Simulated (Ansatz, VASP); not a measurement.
# PbO: VASP beside Ansatz

One calculation is typed for both programs; each brings its own data sets and cutoff. How far apart do they land? The cell is generated by rule, not measured, and may not be a known phase. The cell is taken from a series of VASP runs on this material, whose earlier steps may have relaxed, scaled or displaced it; both programs get it as it stands.

Main program and level: Ansatz 0.2.0; plane waves, with VASP 6.6.1 beside it; band structure at HSE06.

The structure was built from a prototype and need not be the compound's stable phase.

### 1. The starting structure

It takes space group F-43m (No. 216, cubic). The conventional cell has a = 4.965 Å, b = 4.965 Å, c = 4.965 Å, α = 90.00°, β = 90.00°, γ = 90.00°. Nearest to Pb lie 4 O at 2.15 Å. Nearest to O lie 4 Pb at 2.15 Å. Farther neighbours and most contacts between anions are not listed.

Coordinates:

```cif
data_structure
_symmetry_space_group_name_H-M 'F-43m'
_symmetry_Int_Tables_number 216
_cell_length_a 4.9652
_cell_length_b 4.9652
_cell_length_c 4.9652
_cell_angle_alpha 90.000
_cell_angle_beta 90.000
_cell_angle_gamma 90.000
_cell_volume 122.41
loop_
_atom_site_label
_atom_site_type_symbol
_atom_site_symmetry_multiplicity
_atom_site_Wyckoff_symbol
_atom_site_fract_x
_atom_site_fract_y
_atom_site_fract_z
_atom_site_occupancy
Pb1 Pb 4 a 0.00000 0.00000 0.00000 1
O1 O 4 d 0.25000 0.25000 0.75000 1
```

### 2. VASP: band structure, HSE06

A single point gives forces, pressure and levels at one fixed geometry, so differences don't come from the geometry; what else differs is listed under the comparison.

Lines of VASP's logs that name or quote its potential files are left out, and so is its time.

The run reads the wave functions of an earlier VASP run, which isn't shown here.

Contents of INCAR:

```
SYSTEM = PbO
PREC = Accurate
ENCUT = 520
EDIFF = 1E-06
NELM = 100
ISMEAR = 0
SIGMA = 0.02
LREAL = .FALSE.
ALGO = Normal
LHFCALC = .TRUE.
AEXX = 0.25
GGA = PE
HFSCREEN = 0.2
LASPH = .TRUE.
NBANDS = 16
PRECFOCK = Fast
LORBIT = 11
LWAVE = .FALSE.
LCHARG = .FALSE.
KPAR = 4
ISIF = 2
```

Contents of POSCAR:

```
PbO
1.0
    0.0000000000      2.4826100000      2.4826100000
    2.4826100000      0.0000000000      2.4826100000
    2.4826100000      2.4826100000      0.0000000000
Pb O
1 1
Direct
    0.0000000000      0.0000000000      0.0000000000
    0.2500000000      0.2500000000      0.2500000000
```

Contents of KPOINTS:

```
Automatic mesh
0
Gamma
6 6 6
0 0 0
```

Contents of KPOINTS_OPT:

```
Line mode
8
Line-mode
Reciprocal
  0.00000000   0.00000000   0.00000000 GAMMA
  0.50000000   0.00000000   0.50000000 X

  0.50000000   0.00000000   0.50000000 X
  0.50000000   0.25000000   0.75000000 W

  0.50000000   0.25000000   0.75000000 W
  0.37500000   0.37500000   0.75000000 K

  0.37500000   0.37500000   0.75000000 K
  0.00000000   0.00000000   0.00000000 GAMMA

  0.00000000   0.00000000   0.00000000 GAMMA
  0.50000000   0.50000000   0.50000000 L

  0.50000000   0.50000000   0.50000000 L
  0.62500000   0.25000000   0.62500000 U

  0.62500000   0.25000000   0.62500000 U
  0.50000000   0.25000000   0.75000000 W

  0.50000000   0.25000000   0.75000000 W
  0.50000000   0.50000000   0.50000000 L

  0.50000000   0.50000000   0.50000000 L
  0.37500000   0.37500000   0.75000000 K

  0.62500000   0.25000000   0.62500000 U
  0.50000000   0.00000000   0.50000000 X
```

Potentials, in the order of the species: Pb_d and O (PBE family, release 64).

Launch:

```bash
$ mpirun -np 4 vasp_std
```

Numbers of over 12 decimals in the logs are rounded to 6 here.

The log of the run:

```text
[banner, memory and clock lines left out]
running    4 mpi-ranks, on    1 nodes
 distrk:  each k-point on    1 cores,    4 groups
 distr:  one band on    1 cores,    1 groups

 POSCAR found type information on POSCAR PbO
 POSCAR found :  2 types and       2 ions
 LDA part: xc-table for (Slater+PW92), standard interpolation
 found WAVECAR, reading the header
 POSCAR, INCAR and KPOINTS ok, starting setup
 FFT: planning ... GRIDC
 FFT: planning ... GRID_SOFT
 FFT: planning ... GRID
 reading WAVECAR
 the WAVECAR file was read successfully
 initial charge from wavefunction
 entering main loop
       N       E                     dE             d eps       ncg     rms          rms(c)
DAV:   1    -0.110223763271E+02   -0.11022E+02   -0.45098E-01   624   0.891E+00    0.566E-01
DAV:   2    -0.110232289577E+02   -0.85263E-03   -0.37245E-02   592   0.149E+00    0.313E-01
DAV:   3    -0.110222517439E+02    0.97721E-03   -0.56155E-03   720   0.675E-01    0.212E-01
DAV:   4    -0.110219826032E+02    0.26914E-03   -0.37637E-04   688   0.349E-01    0.119E-01
DAV:   5    -0.110218809520E+02    0.10165E-03   -0.25656E-04   656   0.173E-01    0.556E-02
DAV:   6    -0.110218585224E+02    0.22430E-04   -0.21940E-05   800   0.483E-02    0.319E-02
DAV:   7    -0.110218518350E+02    0.66874E-05   -0.93984E-06   736   0.324E-02    0.197E-02
DAV:   8    -0.110218513002E+02    0.53476E-06   -0.26613E-06   560   0.152E-02
   1 F= -.11021851E+02 E0= -.11021602E+02  d E =-.499338E-03
 Start KPOINTS_OPT (optional k-point list driver)
k-point batch [1-16\80]
       N       E                     dE             ncg
DAV:   1     0.163953681417E+04   -0.81323E+04      528
DAV:   2    -0.138109061894E+04   -0.30206E+04      600
DAV:   3    -0.158609414377E+04   -0.20500E+03      608
DAV:   4    -0.159162333202E+04   -0.55292E+01      728
DAV:   5    -0.159175734479E+04   -0.13401E+00      800
DAV:   6    -0.159176133250E+04   -0.39877E-02      792
DAV:   7    -0.159176146281E+04   -0.13031E-03      824
DAV:   8    -0.159176146385E+04   -0.10386E-05      576
DAV:   9    -0.159176146391E+04   -0.59781E-07      616
[...]
k-point batch [65-80\80]
       N       E                     dE             ncg
DAV:   1     0.149055691674E+04   -0.11798E+05      520
DAV:   2    -0.140547914241E+04   -0.28960E+04      648
DAV:   3    -0.159452894119E+04   -0.18905E+03      576
DAV:   4    -0.159906125511E+04   -0.45323E+01      720
DAV:   5    -0.159921034160E+04   -0.14909E+00      816
DAV:   6    -0.159921503330E+04   -0.46917E-02      784
DAV:   7    -0.159921516526E+04   -0.13196E-03      824
DAV:   8    -0.159921516632E+04   -0.10600E-05      576
DAV:   9    -0.159921516639E+04   -0.65284E-07      632
```

OUTCAR, selected parts (step 2):

```text
ion  position               nearest neighbor table
   1  0.000  0.000  0.000-   2 2.15   2 2.15   2 2.15   2 2.15
   2  0.250  0.250  0.250-   1 2.15   1 2.15   1 2.15   1 2.15

  LATTYP: Found a face centered cubic cell.
 ALAT       =     4.9652200000

 Subroutine GETGRP returns: Found 24 space group operations
 (whereof 24 operations were pure point group operations)

The static configuration has the point symmetry T_d .

 Found     16 irreducible k-points:

   k-points           NKPTS =     16   k-points in BZ     NKDIM =    216   number of bands    NBANDS=     16

   dimension x,y,z NGX =    28 NGY =   28 NGZ =   28
   dimension x,y,z NGXF=    56 NGYF=   56 NGZF=   56

   ENCUT  =  520.0 eV  38.22 Ry    6.18 a.u.   6.53  6.53  6.53*2*pi/ulx,y,z

   NELECT =      20.0000    total number of electrons

 k-points in reciprocal lattice and weights: Automatic mesh
   0.00000000  0.00000000  0.00000000       0.005
   0.16666667  0.00000000  0.00000000       0.037
   0.33333333  0.00000000  0.00000000       0.037
   0.50000000  0.00000000  0.00000000       0.019
   0.16666667  0.16666667  0.00000000       0.028
   0.33333333  0.16666667  0.00000000       0.111
   0.50000000  0.16666667  0.00000000       0.111
  -0.33333333  0.16666667  0.00000000       0.111
  -0.16666667  0.16666667  0.00000000       0.056
[...]
-0.33333333  0.33333333  0.16666667       0.111
  -0.33333333  0.50000000  0.16666667       0.056

  exchange ACFDT corr.  =         0.00000000  see jH, gK, PRB 81, 115126

 average (electrostatic) potential at core
       1 -82.1918       2 -60.7354

 E-fermi :   9.6836

 k-point     1 :       0.0000    0.0000    0.0000
  band No.  band energies     occupation
    ...
      6      -9.5794      2.00000
      7       1.2625      2.00000
      8       4.3468      2.00000
      9       4.3468      2.00000
     10       4.3468      2.00000
     11      16.4260      0.00000
     12      16.4260      0.00000
     13      16.4260      0.00000
     14      20.8822      0.00000
     15      23.2293      0.00000
    ...

 k-point     2 :       0.1667    0.0000    0.0000
  band No.  band energies     occupation
    ...
      6      -9.5799      2.00000
      7       0.4823      2.00000
      8       4.1254      2.00000
      9       4.1254      2.00000
     10       4.9111      2.00000
     11      14.1655      0.00000
     12      16.6348      0.00000
     13      16.6348      0.00000
     14      20.8801      0.00000
     15      22.6489      0.00000
    ...

 k-point     3 :       0.3333    0.0000    0.0000
  band No.  band energies     occupation
    ...
      6      -9.2162      2.00000
      7      -1.2204      2.00000
      8       3.6941      2.00000
      9       3.6941      2.00000
     10       5.9214      2.00000
     11      12.2498      0.00000
     12      16.7172      0.00000
     13      16.7172      0.00000
     14      19.6364      0.00000
     15      23.0545      0.00000
    ...

  Total        9.9430852      9.9430852      9.9430852      0.0000000     -0.0000000      0.0000000
  in kB      520.5665374    520.5665374    520.5665374      0.0000000     -0.0000000      0.0000000
  external PRESSURE =     520.5665374 kB  Pullay stress =       0.0000000 kB

  energy-cutoff  :      520.00
  volume of cell :       30.60
      direct lattice vectors                 reciprocal lattice vectors
     0.000000000  2.482610000  2.482610000    -0.201400945  0.201400945  0.201400945
     2.482610000  0.000000000  2.482610000     0.201400945 -0.201400945  0.201400945
     2.482610000  2.482610000  0.000000000     0.201400945  0.201400945 -0.201400945

 POSITION                                       TOTAL-FORCE (eV/Angst)
 -----------------------------------------------------------------------------------
      0.00000      0.00000      0.00000        -0.000000     -0.000000     -0.000000
      1.24131      1.24131      1.24131         0.000000      0.000000      0.000000
 -----------------------------------------------------------------------------------
    total drift:                                0.000002      0.000004      0.000003

  FREE ENERGIE OF THE ION-ELECTRON SYSTEM (eV)
  ---------------------------------------------------
  free  energy   TOTEN  =       -11.0218513002 eV

  energy  without entropy=      -11.0213519625  energy(sigma->0) =      -11.02160163

 total charge
# of ion       s       p       d       tot
------------------------------------------
    1        1.451   0.763   9.929  12.143
    2        1.641   3.486   0.000   5.127
--------------------------------------------------
tot          3.092   4.249   9.929  17.270

[... 3 further parts left out ...]
```

The run ends at a pressure of 52.06 GPa.

[end of part 1 of 2]

[Lines on the potential files, build, host, timing and source positions are cut from VASP's logs without a mark.]

[Logs are printed without paths, hosts, clocks, repeated set-up lines and the standing remarks that a program may print on its own settings, such as how far it seeks lower states.]

[Hosts, paths, dates, database ids (printed as entryN), source tags and the programs' standing remarks are cut or masked in the printed files.]
